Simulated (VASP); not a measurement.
PmHf: equation of state with PBE

Crystal: PmHf.

```
CELL_PARAMETERS angstrom
3.37466 0.00000 0.00000
-1.68733 2.92254 0.00000
0.00000 0.00000 5.55276
ATOMIC_POSITIONS crystal
Hf 0.33333 0.66667 0.50000
Pm 0.00000 0.00000 0.00000
```

The cell comes from a database or a generator and needn't be the stable form of this composition.

```yaml
Program: VASP 6.6.1
Task: equation of state
Functional: PBE
Potentials_or_basis: VASP PAW PBE potentials, release 64 (Hf_pv, Pm)
Cutoff: 520 eV
k_mesh: 9 × 9 × 5
Occupations: fermi-dirac, width 0.05 eV
Spin: collinear spin, ferromagnetic start
Starting_moments: "[0.0, 4.0] μB"
Further_INCAR_settings: ALGO = Normal; EDIFF = 1e-07; NBANDS = 24
```

```
Equilibrium volume                        : 26.08 Å³/atom
Bulk modulus at fixed shape and positions : 54 GPa
Pressure derivative of the bulk modulus   : 3.8
```

Energy against volume, from the lowest point:
```
volume (Å³/atom)  energy (meV/atom)
          25.739               0.53
          26.287               0.00
          26.835               3.24
          27.382               9.88
          27.930              19.60
          28.478              32.09
```

All runs of the series together: 12 min on 1 thread of Intel(R) Xeon(R) 6975P-C (Granite Rapids) (shared host).

Caveat: the magnetic or orbital state may not be the lowest; the cell was scaled at fixed shape and fractional positions, which overstates the stiffness of a crystal with free parameters, most of all of layers and chains; without U or exact exchange the open f shell lies at the Fermi level, which spoils levels, moments and volumes. Spin-orbit coupling is left out, which matters for the levels of Hf, Pm.
